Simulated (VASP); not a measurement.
Data:

```xyz
2
Lattice="0.0000 2.9614 2.9614 2.9614 0.0000 2.9614 2.9614 2.9614 0.0000" Properties=species:S:1:pos:R:3 pbc="T T T"
Ge     0.0000     0.0000     0.0000
Zr     2.9614     2.9614     2.9614
```

Level of theory: r2SCAN meta-GGA, VASP's PBE PAW potentials (set 64) (plane waves; VASP). Numerical set-up: 400 eV cut-off, 10×10×10 Γ-centred mesh, first-order Methfessel-Paxton smearing of 0.10 eV, potentials Ge_d Zr_sv.

Energy and stress use the plane-wave basis of the starting cell.

Question: The ions, cell shape and volume are relaxed. Predict the relaxed structure.

Answer: 
```xyz
2
Lattice="0.0000 2.7345 2.7345 2.7345 0.0000 2.7345 2.7345 2.7345 0.0000" Properties=species:S:1:pos:R:3 pbc="T T T"
Ge     0.0000     0.0000     0.0000
Zr     2.7345     2.7345     2.7345
```
Space group Fm-3m (225), at a tolerance of 0.03 Å.

Question: How do energy and volume change from the first to the last step?

Answer: The energy (σ→0) changes by -362.1 meV/atom and the volume by -21.3 %, in 7 ionic steps.

The structure was generated: ZrGe was put into the rocksalt type (Fm-3m), which need not be its known phase. This run relaxes it. Symmetry was kept, so distortions that lower it aren't found.
